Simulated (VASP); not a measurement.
Calculation: PBE GGA with D3 dispersion (Becke-Johnson damping), VASP's PBE PAW potentials (set 64) (plane waves; VASP).

VASP input:

INCAR:
```
! general
SYSTEM   =  PbO monolayer
PREC     =  Normal
ENCUT    =  500   ! plane-wave cut-off (eV)
LREAL    =  .FALSE.
LASPH    =  .TRUE.

! electronic loop
EDIFF    =  1E-6   ! SCF stop (eV)
NELM     =  100   ! most electronic steps
NELMIN   =  4
ALGO     =  Normal
LMAXMIX  =  4   ! l cut-off of mixed one-centre charges

! smearing
ISMEAR   =  0   ! Gaussian
SIGMA    =  0.05   ! width (eV)

! functional
GGA      =  PE   ! PBE
IVDW     =  12

! output
LWAVE    =  .FALSE.
LCHARG   =  .FALSE.
LORBIT   =  11   ! lm-projected
LVHAR    =  .TRUE.
```

**KPOINTS**
```
Automatic mesh
0
Gamma
12 12 1
0 0 0
```

**POSCAR**
```
PbO monolayer
4.0241140
  1.0000000920   0.0000000000   0.0000000000
  0.0000000000   1.0000000920   0.0000000000
  0.0000000000   0.0000000000   4.5850643517
Pb O
2 2
Cartesian
  0.5000000460   0.0000000000   1.9928440896
  0.0000000000   0.5000000460   2.5922202620
  0.5000000460   0.5000000460   2.2925321758
  0.0000000000   0.0000000000   2.2925321758
```

POTCAR, in this order: Pb_d O (PBE.64 set). Program: vasp_std. Read from the step before: WAVECAR.

Output

**OSZICAR**
```
       N       E                     dE             d eps       ncg     rms          rms(c)
DAV:   1    -0.214641183132E+02   -0.21464E+02   -0.29998E-03  1576   0.869E-01    0.339E-03
DAV:   2    -0.214641169277E+02    0.13854E-05   -0.13843E-06  1240   0.154E-02    0.193E-03
DAV:   3    -0.214641184239E+02   -0.14961E-05   -0.27572E-07  1184   0.719E-03    0.538E-04
DAV:   4    -0.214641185191E+02   -0.95193E-07   -0.87775E-08  1024   0.453E-03
   1 F= -.22011531E+02 E0= -.22011531E+02  d E =-.816407E-14
```

### OUTCAR
```
------------------------ aborting loop because EDIFF is reached ----------------------------------------
 Edisp (eV)   -0.54741
  FORCE on cell =-STRESS in cart. coord.  units (eV):
  Direction    XX          YY          ZZ          XY          YZ          ZX
  --------------------------------------------------------------------------------------
  Total      -0.23822    -0.23822    -0.13822     0.00000     0.00000     0.00000
  in kB      -1.27743    -1.27743    -0.74117     0.00000     0.00000     0.00000
  external pressure =       -1.10 kB  Pullay stress =        0.00 kB
  volume of cell :      298.78
      direct lattice vectors                 reciprocal lattice vectors
     4.024114370  0.000000000  0.000000000     0.248501883  0.000000000  0.000000000
     0.000000000  4.024114370  0.000000000     0.000000000  0.248501883  0.000000000
     0.000000000  0.000000000 18.450821648     0.000000000  0.000000000  0.054198128
 POSITION                                       TOTAL-FORCE (eV/Angst)
 -----------------------------------------------------------------------------------
      2.01206      0.00000      8.01943        -0.000000     -0.000000      0.018245
      0.00000      2.01206     10.43139        -0.000000     -0.000000     -0.018245
      2.01206      2.01206      9.22541        -0.000000      0.000000      0.000000
      0.00000      0.00000      9.22541         0.000000     -0.000000      0.000000
 -----------------------------------------------------------------------------------
    total drift:                                0.000000      0.000000      0.000000
  FREE ENERGIE OF THE ION-ELECTRON SYSTEM (eV)
  ---------------------------------------------------
  free  energy   TOTEN  =       -22.0115310904 eV

  energy  without entropy=      -22.0115310904  energy(sigma->0) =      -22.01153109

 total charge

# of ion       s       p       d       tot
------------------------------------------
    1        1.385   0.602   9.869  11.856
    2        1.385   0.602   9.869  11.856
    3        1.579   3.381   0.000   4.960
    4        1.579   3.381   0.000   4.960
--------------------------------------------------
tot          5.928   7.967  19.738  33.633
```
(Selected blocks of OUTCAR.)

The cell is a sheet with vacuum, built from PbO (litharge).
